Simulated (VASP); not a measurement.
# Mg2C (Pmmm) in VASP: equation of state

Aim: energy against volume of Mg2C in PBE, for its equilibrium volume and stiffness.

All numbers are computed with VASP 6.6.1; they aren't measurements. Logs are shortened: lines on timing, memory, paths and dates and some standing lists are left out, and cuts for length are marked.

### 1 The crystal as given

Symmetry: Pmmm, No. 47, orthorhombic system. Conventional cell: a = 3.112 Å, b = 3.510 Å, c = 4.295 Å, α = 90.00°, β = 90.00°, γ = 90.00°. Around Mg (site symmetry mmm) lie 2 C at 2.15 Å. Around Mg (site symmetry mmm) lie 4 C at 2.35 Å. Around C (site symmetry mmm) lie 6 Mg at 2.15 to 2.35 Å.

The cell was built by a generator and needn't be a form met in nature.

### 2 Equation of state, PBE, 14.70 Å³/atom (volume scaled by 0.94)

INCAR

```
PREC = Accurate
ENCUT = 520
EDIFF = 1E-7
ISMEAR = -1
SIGMA = 0.05
LREAL = F
LASPH = T
NELM = 100
ALGO = Normal
ISIF = 2
LWAVE = F
LCHARG = F
GGA = PE
NBANDS = 11
```

KPOINTS

```
regular mesh
0
Gamma
  9 8 6
```

POSCAR

```
Mg2C
1.0
    3.0486776834      0.0000000000      0.0000000000
    0.0000000000      3.4381611202      0.0000000000
    0.0000000000      0.0000000000      4.2075770293
Mg C
2 1
Direct
    0.5000000000      0.0000000000      0.0000000000
    0.0000000000      0.5000000000      0.5000000000
    0.5000000000      0.0000000000      0.5000000000
```

Potentials or basis: VASP PAW PBE potentials, release 64 (Mg, C).

Launch:

```console
cat potpaw_PBE.64/Mg/POTCAR potpaw_PBE.64/C/POTCAR > POTCAR
mpirun -np 1 vasp_std > vasp.out
```

OUTCAR:

```text
PREC = Accurate
   ENCUT = 520
   EDIFF = 1E-7
   ISMEAR = -1
   LREAL = F
   LASPH = T
   NELM = 100
   ISIF = 2
   GGA = PE

 Found    100 irreducible k-points:

 Following reciprocal coordinates:
            Coordinates               Weight
  0.000000  0.000000  0.000000      1.000000
  0.111111  0.000000  0.000000      2.000000
  0.222222  0.000000  0.000000      2.000000
  0.333333  0.000000  0.000000      2.000000
  0.444444  0.000000  0.000000      2.000000
  0.000000  0.125000  0.000000      2.000000
   k-points           NKPTS =    100   k-points in BZ     NKDIM =    100   number of bands    NBANDS=     11
   number of dos      NEDOS =    301   number of ions     NIONS =      3
   total plane-waves  NPLWV =  21504
   dimension x,y,z NGX =    24 NGY =   28 NGZ =   32
   dimension x,y,z NGXF=    48 NGYF=   56 NGZF=   64
   ions per type =               2   1
   NGX,Y,Z   is equivalent  to a cutoff of  13.09, 13.54, 12.64 a.u.
   NGXF,Y,Z  is equivalent  to a cutoff of  26.17, 27.08, 25.29 a.u.
 SYSTEM =  unknown system
   PREC   = accura    normal or accurate (medium, high low for compatibility)
   ISTART =      0    job   : 0-new  1-cont  2-samecut
   ICHARG =      2    charge: 1-file 2-atom 10-const
   ISPIN  =      1    spin polarized calculation?
   LNONCOLLINEAR =      F non collinear calculations
   LSORBIT =      F    spin-orbit coupling
   LASPH  =      T    aspherical Exc in radial PAW
   ENCUT  =  520.0 eV  38.22 Ry    6.18 a.u.   5.67  6.39  7.82*2*pi/ulx,y,z
   NELM   =    100;   NELMIN=  2; NELMDL= -5     # of ELM steps
   EDIFF  = 0.1E-06   stopping-criterion for ELM
   LREAL  =      F    real-space projection
   EDIFFG = 0.1E-05   stopping-criterion for IOM
   NSW    =      0    number of steps for IOM
   IBRION =     -1    ionic relax: 0-MD 1-quasi-New 2-CG
   NFREE  =      0    steps in history (QN), initial steepest desc. (CG)
   ISIF   =      2    stress and relaxation
   ISYM   =      2    0-nonsym 1-usesym 2-fastsym
   POTIM  = 0.5000    time-step for ionic-motion
   TEBEG  =    0.0;   TEEND  =   0.0 temperature during run
   PSTRESS=    0.0 pullay stress
   NELECT =       8.0000    total number of electrons
   NUPDOWN=      -1.0000    fix difference up-down
   EMIN   =  10.00;   EMAX   =-10.00  energy-range for DOS
   EFERMI =   0.00;   METHOD = LEGACY
   ISMEAR =    -1;   SIGMA  =   0.05  broadening in eV -4-tet -1-fermi 0-gaus
   EFERMI_NEDOS =   21; number of points for ismear=-14 and -15
   IALGO  =     38    algorithm
   IMIX   =      4    mixing-type and parameters
     AMIX     =   0.40;   BMIX     =  1.00
     AMIX_MAG =   1.60;   BMIX_MAG =  1.00
  volume/ion in A,a.u.               =      14.70        99.21
  Fermi-wavevector in a.u.,A,eV,Ry     =   0.926719  1.751246 11.684802  0.858809
  Thomas-Fermi vector in A             =   2.052712
   LORBIT       =      0    0 simple, 1 ext, 2 COOP (PROOUT), +10 PAW based schemes
   GGA     = PE    functional components
   LHFCALC =     F    Hartree Fock is set to
   AEXX    =    0.0000 exact exchange contribution
   IVDW    =     0    specifies the selected vdW correction
   LEPSILON=     F    determine dielectric tensor
   LRPA    =     F    only Hartree local field effects (RPA)
 non-spin polarized calculation
  energy-cutoff  :      520.00
  volume of cell :       44.10
 maximum number of plane-waves:      1201
 NGX is ok and might be reduce to    24
   NGX = 11   NGY = 13   NGZ = 15

 number of electron       8.0000000 magnetization

 Free energy of the ion-electron system (eV)
  ---------------------------------------------------
  ext. energy  EPLUGINS =         0.00000000
  ---------------------------------------------------
  free energy    TOTEN  =       -10.55185610 eV

  energy without entropy =      -10.54108554  energy(sigma->0) =      -10.54647082

 E-fermi :   3.8650     XC(G=0):  -9.5718

 val. band max:        3.8602941925   @ k =   0.1111   0.0000   0.5000
 cond. band min:       3.9188100730   @ k =   0.1111   0.1250   0.5000
 fundamental gap:      0.0585158805
 Fermi energy:         3.8650472383

 k-point     1 :       0.0000    0.0000    0.0000
  band No.  band energies     occupation
      1      -7.5194      2.00000
      2       0.8357      2.00000
      3       1.5077      2.00000
      4       3.0231      2.00000
      5       4.6213      0.00000
      6       8.5251      0.00000
      7      11.0735      0.00000
      8      11.4439      0.00000
      9      12.5647      0.00000
     10      14.3259      0.00000
     11      15.3762      0.00000

 k-point     2 :       0.1111    0.0000    0.0000
  band No.  band energies     occupation
      1      -7.3763      2.00000
      2       0.9589      2.00000
      3       1.5271      2.00000
      4       3.0982      2.00000
      5       3.9695      0.22019
      6       8.7199      0.00000
      7      10.8552      0.00000
      8      11.6904      0.00000
      9      12.5628      0.00000
     10      14.5202      0.00000
     11      14.8358      0.00000

 k-point     3 :       0.2222    0.0000    0.0000
  band No.  band energies     occupation
      1      -6.9684      2.00000
      2       1.0887      2.00000
      3       1.3053      2.00000
      4       3.3005      1.99998
      5       3.3128      1.99997
      6       8.9409      0.00000
      7      10.0592      0.00000
      8      10.9764      0.00000
      9      12.4656      0.00000
     10      14.6792      0.00000
     11      15.1009      0.00000

 k-point     4 :       0.3333    0.0000    0.0000
  band No.  band energies     occupation
      1      -6.3825      2.00000
      2      -0.1372      2.00000
      3       1.7854      2.00000
      4       3.5565      1.99583
      5       3.8218      1.40755
      6       8.0083      0.00000
      7       8.8826      0.00000
      8      10.9321      0.00000
      9      12.1301      0.00000
     10      14.4547      0.00000
     11      14.9988      0.00000

 k-point     5 :       0.4444    0.0000    0.0000
  band No.  band energies     occupation
      1      -5.8670      2.00000
      2      -1.1119      2.00000
      3       2.1805      2.00000
      4       3.7425      1.84119
      5       4.9355      0.00000
      6       6.4033      0.00000
      7       8.0208      0.00000
      8      11.7555      0.00000
      9      11.7733      0.00000
     10      13.9131      0.00000
     11      14.5657      0.00000

 k-point     6 :       0.0000    0.1250    0.0000
  band No.  band energies     occupation
      1      -7.3946      2.00000
      2       0.9410      2.00000
      3       1.1239      2.00000
      4       2.8807      2.00000
      5       4.6510      0.00000
      6       8.9351      0.00000
      7      10.2884      0.00000
      8      11.5356      0.00000
      9      12.1434      0.00000
     10      14.5953      0.00000
     11      15.2760      0.00000

 [... further k-points ...]

------------------------ aborting loop because EDIFF is reached ----------------------------------------

  FORCE on cell =-STRESS in cart. coord.  units (eV):
  Direction    XX          YY          ZZ          XY          YZ          ZX
  --------------------------------------------------------------------------------------
  -------------------------------------------------------------------------------------
  Total        0.9068985      1.3894235      1.9114275      0.0000000      0.0000000      0.0000000
  in kB       32.9457528     50.4748930     69.4382224      0.0000000      0.0000000      0.0000000
  external PRESSURE =      50.9529561 kB  Pullay stress =       0.0000000 kB

 VOLUME and BASIS-vectors are now :
 -----------------------------------------------------------------------------
  energy-cutoff  :      520.00
  volume of cell :       44.10
      direct lattice vectors                 reciprocal lattice vectors
     3.048677683  0.000000000  0.000000000     0.328011060  0.000000000  0.000000000
     0.000000000  3.438161120  0.000000000     0.000000000  0.290853152  0.000000000
     0.000000000  0.000000000  4.207577029     0.000000000  0.000000000  0.237666475

 POSITION                                       TOTAL-FORCE (eV/Angst)
 -----------------------------------------------------------------------------------
      1.52434      0.00000      0.00000         0.000000      0.000000      0.000000
      0.00000      1.71908      2.10379         0.000000      0.000000      0.000000
      1.52434      0.00000      2.10379         0.000000      0.000000      0.000000
 -----------------------------------------------------------------------------------
    total drift:                                0.000000     -0.000000     -0.000000

  FREE ENERGIE OF THE ION-ELECTRON SYSTEM (eV)
  ---------------------------------------------------
  free  energy   TOTEN  =       -10.5518561034 eV

  energy  without entropy=      -10.5410855384  energy(sigma->0) =      -10.54647082
```

It took 36 s on 1 thread of Intel Xeon Platinum 8259CL at 2.50GHz (Skylake/Cascade Lake), shared host; peak memory 0.18 GiB.

Results:

| Property | Result |
| --- | --- |
| Free energy | -10.5519 eV |
| Pressure | 5.1 GPa |
| Band gap on the k mesh | none (metal or under the smearing width) |

### 3 Equation of state, PBE, 15.01 Å³/atom (volume scaled by 0.96)

INCAR

```
ALGO = Normal
EDIFF = 1E-7
ENCUT = 520
GGA = PE
ISIF = 2
ISMEAR = -1
LASPH = T
LCHARG = F
LREAL = F
LWAVE = F
NBANDS = 11
NELM = 60
PREC = Accurate
SIGMA = 0.05
```

KPOINTS

```
k-points
0
Gamma
  9 8 6
```

POSCAR

```
Mg2C
1.0
    3.0701479519      0.0000000000      0.0000000000
    0.0000000000      3.4623743202      0.0000000000
    0.0000000000      0.0000000000      4.2372088298
Mg C
2 1
Direct
    0.5000000000      0.0000000000      0.0000000000
    0.0000000000      0.5000000000      0.5000000000
    0.5000000000      0.0000000000      0.5000000000
```

Potentials or basis: VASP PAW PBE potentials, release 64 (Mg, C).

Launch:

```console
cat potpaw_PBE.64/Mg/POTCAR potpaw_PBE.64/C/POTCAR > POTCAR
mpirun -np 1 vasp_std > vasp.out
```

Wall time 34 s (1 thread of Intel Xeon Platinum 8259CL at 2.50GHz (Skylake/Cascade Lake), shared host); peak memory 0.19 GiB.

It converged, with:

| Property | Result |
| --- | --- |
| Free energy | -10.5761 eV |
| Pressure | 3.2 GPa |
| Band gap on the k mesh | none (metal or under the smearing width) |

### 4 Equation of state, PBE, 15.33 Å³/atom (volume scaled by 0.98)

INCAR

```
PREC = Accurate
ENCUT = 520
EDIFF = 1E-7
ISMEAR = -1
SIGMA = 0.05
LREAL = False
LASPH = True
NELM = 60
ALGO = Normal
ISIF = 2
LWAVE = False
LCHARG = False
GGA = PE
NBANDS = 11
```

KPOINTS

```
Automatic mesh
0
Gamma
  9 8 6
```

POSCAR

```
Mg2C
1.0
    3.0913220552      0.0000000000      0.0000000000
    0.0000000000      3.4862535184      0.0000000000
    0.0000000000      0.0000000000      4.2664318831
Mg C
2 1
Direct
    0.5000000000      0.0000000000      0.0000000000
    0.0000000000      0.5000000000      0.5000000000
    0.5000000000      0.0000000000      0.5000000000
```

Launch:

```console
cat potpaw_PBE.64/Mg/POTCAR potpaw_PBE.64/C/POTCAR > POTCAR
mpirun -np 1 vasp_std > vasp.out
```

It took 35 s on 1 thread of Intel Xeon Platinum 8259CL at 2.50GHz (Skylake/Cascade Lake), shared host; peak memory 0.19 GiB.

It converged, with:

```
Free energy            : -10.5896 eV
Pressure               : 1.5 GPa
Band gap on the k mesh : none (metal or under the smearing width)
```

### 5 Equation of state, PBE, 15.95 Å³/atom (volume scaled by 1.02)

INCAR

```
SYSTEM = Mg2C
PREC = Accurate
ENCUT = 520
EDIFF = 1E-7
ISMEAR = -1
SIGMA = 0.05
LREAL = .FALSE.
LASPH = .TRUE.
NELM = 100
ALGO = Normal
ISIF = 2
LWAVE = .FALSE.
LCHARG = .FALSE.
GGA = PE
NBANDS = 11
```

KPOINTS

```
regular mesh
0
G
  9 8 6
  0 0 0
```

POSCAR

```
Mg2C
1.0
    3.1328212629      0.0000000000      0.0000000000
    0.0000000000      3.5330544522      0.0000000000
    0.0000000000      0.0000000000      4.3237062595
Mg C
2 1
Direct
    0.5000000000      0.0000000000      0.0000000000
    0.0000000000      0.5000000000      0.5000000000
    0.5000000000      0.0000000000      0.5000000000
```

Launch:

```console
cat potpaw_PBE.64/Mg/POTCAR potpaw_PBE.64/C/POTCAR > POTCAR
mpirun -np 1 vasp_std > vasp.out
```

Run time: 41 s. Hardware: 1 thread of Intel Xeon Platinum 8259CL at 2.50GHz (Skylake/Cascade Lake), shared host; peak memory 0.19 GiB.

It converged, with:

| Quantity | Value |
| --- | --- |
| Free energy | -10.5888 eV |
| Pressure | -1.5 GPa |
| Band gap on the k mesh | none (metal or under the smearing width) |

### 6 Equation of state, PBE, 16.26 Å³/atom (volume scaled by 1.04)

INCAR

```
SYSTEM = Mg2C
ALGO = Normal
EDIFF = 1E-7
ENCUT = 520
GGA = PE
ISIF = 2
ISMEAR = -1
LASPH = .True.
LCHARG = .False.
LREAL = .False.
LWAVE = .False.
NBANDS = 11
NELM = 60
PREC = Accurate
SIGMA = 0.05
```

KPOINTS

```
k-points
0
Gamma
  9 8 6
  0 0 0
```

POSCAR

```
Mg2C
1.0
    3.1531648282      0.0000000000      0.0000000000
    0.0000000000      3.5559970071      0.0000000000
    0.0000000000      0.0000000000      4.3517830609
Mg C
2 1
Direct
    0.5000000000      0.0000000000      0.0000000000
    0.0000000000      0.5000000000      0.5000000000
    0.5000000000      0.0000000000      0.5000000000
```

Potentials or basis: VASP PAW PBE potentials, release 64 (Mg, C).

Launch:

```console
cat potpaw_PBE.64/Mg/POTCAR potpaw_PBE.64/C/POTCAR > POTCAR
mpirun -np 1 vasp_std > vasp.out
```

Run time: 45 s. Hardware: 1 thread of Intel Xeon Platinum 8259CL at 2.50GHz (Skylake/Cascade Lake), shared host; peak memory 0.19 GiB.

It converged, with:

```yaml
Free_energy: -10.5762 eV
Pressure: -2.8 GPa
Band_gap_on_the_k_mesh: none (metal or under the smearing width)
```

### 7 Equation of state, PBE, 16.58 Å³/atom (volume scaled by 1.06)

INCAR

```
SYSTEM = Mg2C
PREC = Accurate
ENCUT = 520
EDIFF = 1E-7
ISMEAR = -1
SIGMA = 0.05
LREAL = .False.
LASPH = .True.
NELM = 60
ALGO = Normal
ISIF = 2
LWAVE = .False.
LCHARG = .False.
GGA = PE
NBANDS = 11
```

KPOINTS

```
regular mesh
0
Gamma
  9 8 6
  0 0 0
```

POSCAR

```
Mg2C
1.0
    3.1732492221      0.0000000000      0.0000000000
    0.0000000000      3.5786472803      0.0000000000
    0.0000000000      0.0000000000      4.3795021716
Mg C
2 1
Direct
    0.5000000000      0.0000000000      0.0000000000
    0.0000000000      0.5000000000      0.5000000000
    0.5000000000      0.0000000000      0.5000000000
```

Potentials or basis: VASP PAW PBE potentials, release 64 (Mg, C).

Launch:

```console
cat potpaw_PBE.64/Mg/POTCAR potpaw_PBE.64/C/POTCAR > POTCAR
mpirun -np 1 vasp_std > vasp.out
```

OUTCAR:

```text
SYSTEM = Mg2C
   PREC = Accurate
   ENCUT = 520
   EDIFF = 1E-7
   ISMEAR = -1
   LREAL = .False.
   LASPH = .True.
   NELM = 60
   ISIF = 2
   GGA = PE

 Found    100 irreducible k-points:

 Following reciprocal coordinates:
            Coordinates               Weight
  0.000000  0.000000  0.000000      1.000000
  0.111111  0.000000  0.000000      2.000000
  0.222222  0.000000  0.000000      2.000000
  0.333333  0.000000  0.000000      2.000000
  0.444444  0.000000  0.000000      2.000000
  0.000000  0.125000  0.000000      2.000000
   k-points           NKPTS =    100   k-points in BZ     NKDIM =    100   number of bands    NBANDS=     11
   number of dos      NEDOS =    301   number of ions     NIONS =      3
   total plane-waves  NPLWV =  24192
   dimension x,y,z NGX =    24 NGY =   28 NGZ =   36
   dimension x,y,z NGXF=    48 NGYF=   56 NGZF=   72
   ions per type =               2   1
   NGX,Y,Z   is equivalent  to a cutoff of  12.57, 13.01, 13.67 a.u.
   NGXF,Y,Z  is equivalent  to a cutoff of  25.15, 26.01, 27.33 a.u.
 SYSTEM =  Mg2C
   PREC   = accura    normal or accurate (medium, high low for compatibility)
   ISTART =      0    job   : 0-new  1-cont  2-samecut
   ICHARG =      2    charge: 1-file 2-atom 10-const
   ISPIN  =      1    spin polarized calculation?
   LNONCOLLINEAR =      F non collinear calculations
   LSORBIT =      F    spin-orbit coupling
[... 70 lines left out ...]
     10      13.1036      0.00000
     11      13.6282      0.00000
[... 57 lines left out ...]
 k-point     6 :       0.0000    0.1250    0.0000
  band No.  band energies     occupation
      1      -7.5781      2.00000
      2       0.4550      2.00000
      3       0.4697      2.00000
      4       2.1824      2.00000
      5       3.8325      0.00000
      6       7.8116      0.00000
      7       9.0362      0.00000
      8       9.7853      0.00000
      9      10.8514      0.00000
     10      13.2369      0.00000
     11      13.5708      0.00000

 [... further k-points ...]

------------------------ aborting loop because EDIFF is reached ----------------------------------------

  FORCE on cell =-STRESS in cart. coord.  units (eV):
  Direction    XX          YY          ZZ          XY          YZ          ZX
  --------------------------------------------------------------------------------------
  -------------------------------------------------------------------------------------
  Total       -1.2270189     -1.1006288     -1.3553059      0.0000000      0.0000000      0.0000000
  in kB      -39.5288339    -35.4571344    -43.6616431      0.0000000      0.0000000      0.0000000
  external PRESSURE =     -39.5492038 kB  Pullay stress =       0.0000000 kB

 VOLUME and BASIS-vectors are now :
 -----------------------------------------------------------------------------
  energy-cutoff  :      520.00
  volume of cell :       49.73
      direct lattice vectors                 reciprocal lattice vectors
     3.173249222  0.000000000  0.000000000     0.315134403  0.000000000  0.000000000
     0.000000000  3.578647280  0.000000000     0.000000000  0.279435195  0.000000000
     0.000000000  0.000000000  4.379502172     0.000000000  0.000000000  0.228336455

 POSITION                                       TOTAL-FORCE (eV/Angst)
 -----------------------------------------------------------------------------------
      1.58662      0.00000      0.00000         0.000000      0.000000      0.000000
      0.00000      1.78932      2.18975         0.000000      0.000000      0.000000
      1.58662      0.00000      2.18975         0.000000      0.000000      0.000000
 -----------------------------------------------------------------------------------
    total drift:                                0.000000     -0.000000     -0.000000

  FREE ENERGIE OF THE ION-ELECTRON SYSTEM (eV)
  ---------------------------------------------------
  free  energy   TOTEN  =       -10.5565139622 eV

  energy  without entropy=      -10.5450779603  energy(sigma->0) =      -10.55079596
```

Wall time 58 s (1 thread of Intel Xeon Platinum 8259CL at 2.50GHz (Skylake/Cascade Lake), shared host); peak memory 0.19 GiB.

What came out:

| Quantity | Value |
| --- | --- |
| Free energy | -10.5565 eV |
| Pressure | -4.0 GPa |
| Band gap on the k mesh | none (metal or under the smearing width) |

### 8 Equation of state, PBE

This step only gathers the single runs of the series.

Results:

- Equilibrium volume: 15.62 Å³/atom
- Bulk modulus at fixed shape and positions: 75 GPa
- Pressure derivative of the bulk modulus: 4.0

Energy against volume, from the lowest point:
```csv
volume (Å³/atom),energy (meV/atom)
14.701,13.91
15.014,5.84
15.327,1.31
15.639,0.00
15.952,1.58
16.265,5.78
16.578,12.36
```

Caveat: the cell was scaled at fixed shape and fractional positions, which overstates the stiffness of a crystal with free parameters, most of all of layers and chains.
